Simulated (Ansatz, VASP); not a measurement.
# HfB2: VASP beside Ansatz

Wanted: the spread between two codes on one cell, functional and k mesh. The cell is taken from a series of runs on this material, whose earlier steps may have relaxed, scaled, displaced or heated it; both programs get it as it stands.

Main program and level: Ansatz 0.2.0; plane waves, with VASP 6.6.1 beside it; zone-centre phonons at PBEsol.

## (1) Starting point

It takes space group P6/mmm (No. 191, hexagonal). The conventional cell has a = 3.183 Å, b = 3.183 Å, c = 3.527 Å, α = 90.00°, β = 90.00°, γ = 120.00°. B has 3 B at 1.84 Å and 6 Hf at 2.55 Å nearest. Nearest to Hf lie 12 B at 2.55 Å. Farther neighbours are not listed.

## (2) Ansatz: zone-centre phonons, PBEsol

Ansatz runs on its PAW soft_1 files.

Second derivatives magnify differences that forces hide, and they need a tight electronic threshold.

The input, input.yaml:

```yaml
crystal:
  lattice:
    - [3.1829784966, 0.0, 0.0]
    - [-1.5914892483, 2.7565402378, 0.0]
    - [0.0, 0.0, 3.5269883671]
  atoms:
    - { symbol: B, position: [0.3333333333, 0.6666666667, 0.5] }
    - { symbol: B, position: [0.6666666667, 0.3333333333, 0.5] }
    - { symbol: Hf, position: [0.0, 0.0, 0.0] }
kpoints:
  mp_grid: { grid: [15, 15, 12] }
hamiltonian:
  xc: pbesol
  pseudopotentials: { kind: paw, azcp: { folder: soft_1 }, xc_functional: pbe }
scf:
  occupations: { method: methfessel_paxton, width: 0.2 }
output:
  eigenvalues: true
phonons:
  method: dfpt
```

Command:

```console
$ ansatz run input.yaml --threads 4 --pin off --max-ram 10240MiB --backend cpu --events-out ev --progress --plain --runs-dir out
```

Numbers of over 12 decimals in the logs are rounded to 6 here.

The program printed:

```text
zone centre: on kpoints.mp_grid the ground state, and the responses unless they are solved on pairs of k-points, stand on 448 of the mesh's 2700 k-points, reduced under 4 symmetry operations, with k and −k counted as one. Each operation leaves every solved displacement unchanged or reverses it
Engine: ansatz 0.2.0, aarch64-unknown-linux-gnu
Pseudopotentials: kind: paw
Pseudopotential: B, paw, valence charge 3, recommended cutoff 420 eV (normal), soft_1/B.paw.azcp
Pseudopotential: Hf, paw, valence charge 26, recommended cutoff 420 eV (normal), soft_1/Hf.paw.azcp
Functional definition: PBEsol
  exchange = pbesol_x
  correlation = pbesol_c
Crystal: 3 atoms, lattice volume = 30.946 Å³
Basis set: ecut = 420 eV, 575 PW (Γ), exchange–correlation on 48×48×48 points (8 copies of the dense FFT grid, shifted against one another)
Bands: 20, of which v1, the nominal top of the filled ones, is band 16 counted from 1 (15 counted from 0)
Symmetry: 24 space group operations
k-points: 448 of 2700 (irreducible under 4 space group operations, time reversal used)
Non-local potential: B, projectors of the file, l = 0: 2, l = 1: 2, l = 2: 1
Non-local potential: Hf, projectors of the file, l = 0: 3, l = 1: 2, l = 2: 2, l = 3: 3
PAW form: soft (Blöchl's): semilocal exchange-correlation on the pseudo side does not see the compensation charge
PAW frozen core: B, regenerated for the run's functional, and the local potential with it (the file was generated under x = pbe(κ = 0.804, μ = 0.219515), c = pbe(β = 0.066725))
PAW frozen core: Hf, regenerated for the run's functional, and the local potential with it (the file was generated under x = pbe(κ = 0.804, μ = 0.219515), c = pbe(β = 0.066725))
PAW one-centre angular grid: B, 110 points (default); XC on 64 Gauss nodes
PAW one-centre angular grid: Hf, 590 points (default); XC on 64 Gauss nodes
Initial density: superposition of atomic densities (chi_scale 0.1, normalization cell, long waves kept (reshape's long-wave potential 0.00 eV rms))
Initial wavefunctions: pseudopotential atomic-orbital guess
Functional: x = pbesol(κ = 0.804, μ = 0.123457), c = pbesol(β = 0.046)
SCF iter   1: F=—  HF=-15907.840280 eV  |F-HF|=—  |Δ(HF+E_count)|=         —  Δρ=5.99e-2  dr2=1.75e0  ethr=3.10e-3  ⟨swp⟩=4.5  Hψ=35524  notcnv=0
preconditioner: auto → none  [metal: Δε(μ)=0.047 eV  Ē_g=16.534 eV  σ=0.200 eV  W_gap=0.20  n_scr=8 (ndim 8)  ℏωp=36.6 eV  f_vac=0.000  D(μ)=0.25/eV (n_scr^D=0)  sad-step TF]
SCF iter   2: F=—  HF=-15907.474395 eV  |F-HF|=—  |Δ(HF+E_count)|=   3.66e-1  S|Δr|=    0.00e0  Δρ=3.20e-2  dr2=5.11e-1  ethr=3.10e-3  ⟨swp⟩=3.1  Hψ=18885  notcnv=0  defer=2
SCF iter   3: F=—  HF=-15907.357839 eV  |F-HF|=—  |Δ(HF+E_count)|=   1.17e-1  S|Δr|=    0.00e0  Δρ=1.02e-2  dr2=2.20e-2  ethr=1.60e-3  ⟨swp⟩=2.2  Hψ=18342  notcnv=0  defer=1
SCF iter   4: F=—  HF=-15907.302981 eV  |F-HF|=—  |Δ(HF+E_count)|=   5.49e-2  S|Δr|=    0.00e0  Δρ=2.83e-3  dr2=1.21e-3  ethr=6.88e-5  ⟨swp⟩=2.9  Hψ=19553  notcnv=0
SCF iter   5: F=—  HF=-15907.305687 eV  |F-HF|=—  |Δ(HF+E_count)|=   2.71e-3  S|Δr|=    0.00e0  Δρ=7.97e-4  dr2=2.74e-4  ethr=3.77e-6  ⟨swp⟩=2.0  Hψ=16261  notcnv=0
SCF iter   6: F=—  HF=-15907.305497 eV  |F-HF|=—  |Δ(HF+E_count)|=   1.91e-4  S|Δr|=    0.00e0  Δρ=1.43e-4  dr2=1.27e-5  ethr=8.57e-7  ⟨swp⟩=2.0  Hψ=16158  notcnv=0
SCF iter   7: F=—  HF=-15907.305495 eV  |F-HF|=—  |Δ(HF+E_count)|=   1.34e-6  S|Δr|=    0.00e0  Δρ=2.67e-5  dr2=1.86e-7  ethr=3.97e-8  ⟨swp⟩=2.2  Hψ=12754  notcnv=0
SCF iter   8: F=—  HF=-15907.305496 eV  |F-HF|=—  |Δ(HF+E_count)|=   7.11e-7  S|Δr|=    0.00e0  Δρ=2.82e-6  dr2=7.68e-10  ethr=5.80e-10  ⟨swp⟩=2.2  Hψ=16270  notcnv=0
SCF iter   9: F=—  HF=-15907.305496 eV  |F-HF|=—  |Δ(HF+E_count)|=  1.86e-10  S|Δr|=    0.00e0  Δρ=2.48e-7  dr2=2.86e-11  ethr=2.40e-12  ⟨swp⟩=2.5  Hψ=17080  notcnv=0
SCF iter  10: F=-15907.305496 eV  HF=-15907.305496 eV  |F-HF|=1.64e-11  |Δ(HF+E_count)|=  1.82e-12  S|Δr|=    0.00e0  Δρ=4.16e-8  dr2=3.16e-13  ethr=1.00e-12  ⟨swp⟩=6.5  Hψ=47502  notcnv=0
SCF 1 converged in 10 iterations: F = -15907.305496 eV  dr2 = 3.16e-13
  greatest PAW one-centre occupation: 0.998 electrons in one spin orbital (limit 2), on the Hf atom at site 2 (counted from 0), in its partial waves of l = 0
DFPT response loops at Γ: preconditioner auto → Kerker (q_TF=auto, 2.744 Å⁻¹) (partly filled bands, converged f_vac=0.000); β = 1.00, the filter's whole step (`scf.mixing.beta` (0.50) is not read by the response loops under this deck's `scf.mixing.preconditioner`; to damp them name `kerker` or `kerker_dos`, under which they read `scf.mixing.beta`, and type it under 1.00, their step now; both keys bind the ground state too); Broyden in place of MSR1
SCF converged after 10 iterations
Stability not checked: this state was not tested for a lower state beside it, because cold or Methfessel-Paxton smearing, or corrected tetrahedra, fill the levels in a way that the test cannot read (fill_not_monotonic; see scf.lower_state_search)
Free energy (F): -15907.305496 eV
Harris-Foulkes:  -15907.305496 eV  (|F-HF|=1.64e-11)
Internal energy: -15907.305971 eV  (E = F + TS)
E sigma→0 (E₀):  -15907.305615 eV
Entropy (-TS):   0.000475 eV (0.158 meV/atom)
Fermi energy:    18.301471 eV
--- Per-component energies (eV) ---
  E_band       = 56.294519
  E_kinetic    = 506.916901
  E_local      = -6631.635851  (includes V_loc(G=0)·N_el)
  E_nonlocal   = 81.616325
  E_hartree    = 3249.978259
  E_xc         = -330.821559
  E_vxc        = -333.144058  (∫ρ·V_xc dr)
  E_paw        = -7726.516123  (= ΣΔE_a)
  E_vpaw       = -67.415476  (= ΣTr[D̂ρ^β])
  E_aug_tail   = 0.000141  (compensation charges beyond the density's cutoff)
  E_ewald      = -5058.124543
  E_core_change = 1.280478  (= ΣΔE_core)
  E_smearing   = 0.000475  (= −TS)
  E_closure    = 0.000000  (closes the sum)
  Σ components = -15907.305496   (vs F -15907.305496, Δ=0.00e0)
--- Band table (eV; the first three rows and the last of 448) ---
  k-point 0: bands = [... 12 lower, 15.3398, 15.4689, 15.4689, 15.5673, 22.0587, 22.0587, 22.7106, 22.7106]
  k-point 1: bands = [... 12 lower, 14.3954, 15.5379, 15.5379, 16.4686, 21.3023, 21.3023, 22.4846, 22.4846]
  k-point 2: bands = [... 12 lower, 13.3158, 15.7421, 15.7421, 17.4439, 20.3574, 20.3574, 21.8881, 21.8881]
  k-point 447: bands = [... 12 lower, 11.1941, 13.2751, 13.8175, 15.4348, 22.0619, 23.1227, 23.3587, 24.5525]
--- Phonons (Γ-DFPT): 4 representative perturbations + reference, on 448 of 2700 k-points (Σ response iterations 12) ---
  k mesh reduced under 4 symmetry operations, with k and −k counted as one. Each operation leaves every solved displacement unchanged or reverses it
  ASR residual: 9.394e-6 → 0.000e0 eV/Å²; symmetrization residual: 6.955e-7 eV/Å²
  ASR residual per site (eV/Å²): 9.39e-6 9.39e-6 6.41e-6
  Γ frequencies (cm⁻¹): 0.00 0.00 0.00 413.77 413.77 425.61 518.55 758.37 758.37
  non-analytic LO–TO correction: not included (Born effective charges unavailable; polar crystals: no LO–TO splitting at Γ)
```

Reading the cycles: dr2 is the Hartree energy of the density residual (eV), the measure of convergence; HF is the Harris–Foulkes estimate of the energy, which meets the free energy F at convergence.

(Part 1 of 2 ends here.)

[Lines on the potential files, build, host, timing and source positions are cut from VASP's logs without a mark.]

[Logs are printed without paths, hosts, clocks, repeated set-up lines and the standing remarks that a program may print on its own settings, such as how far it seeks lower states.]

[Hosts, paths, dates, database ids (printed as entryN), source tags and the programs' standing remarks are cut or masked in the printed files.]
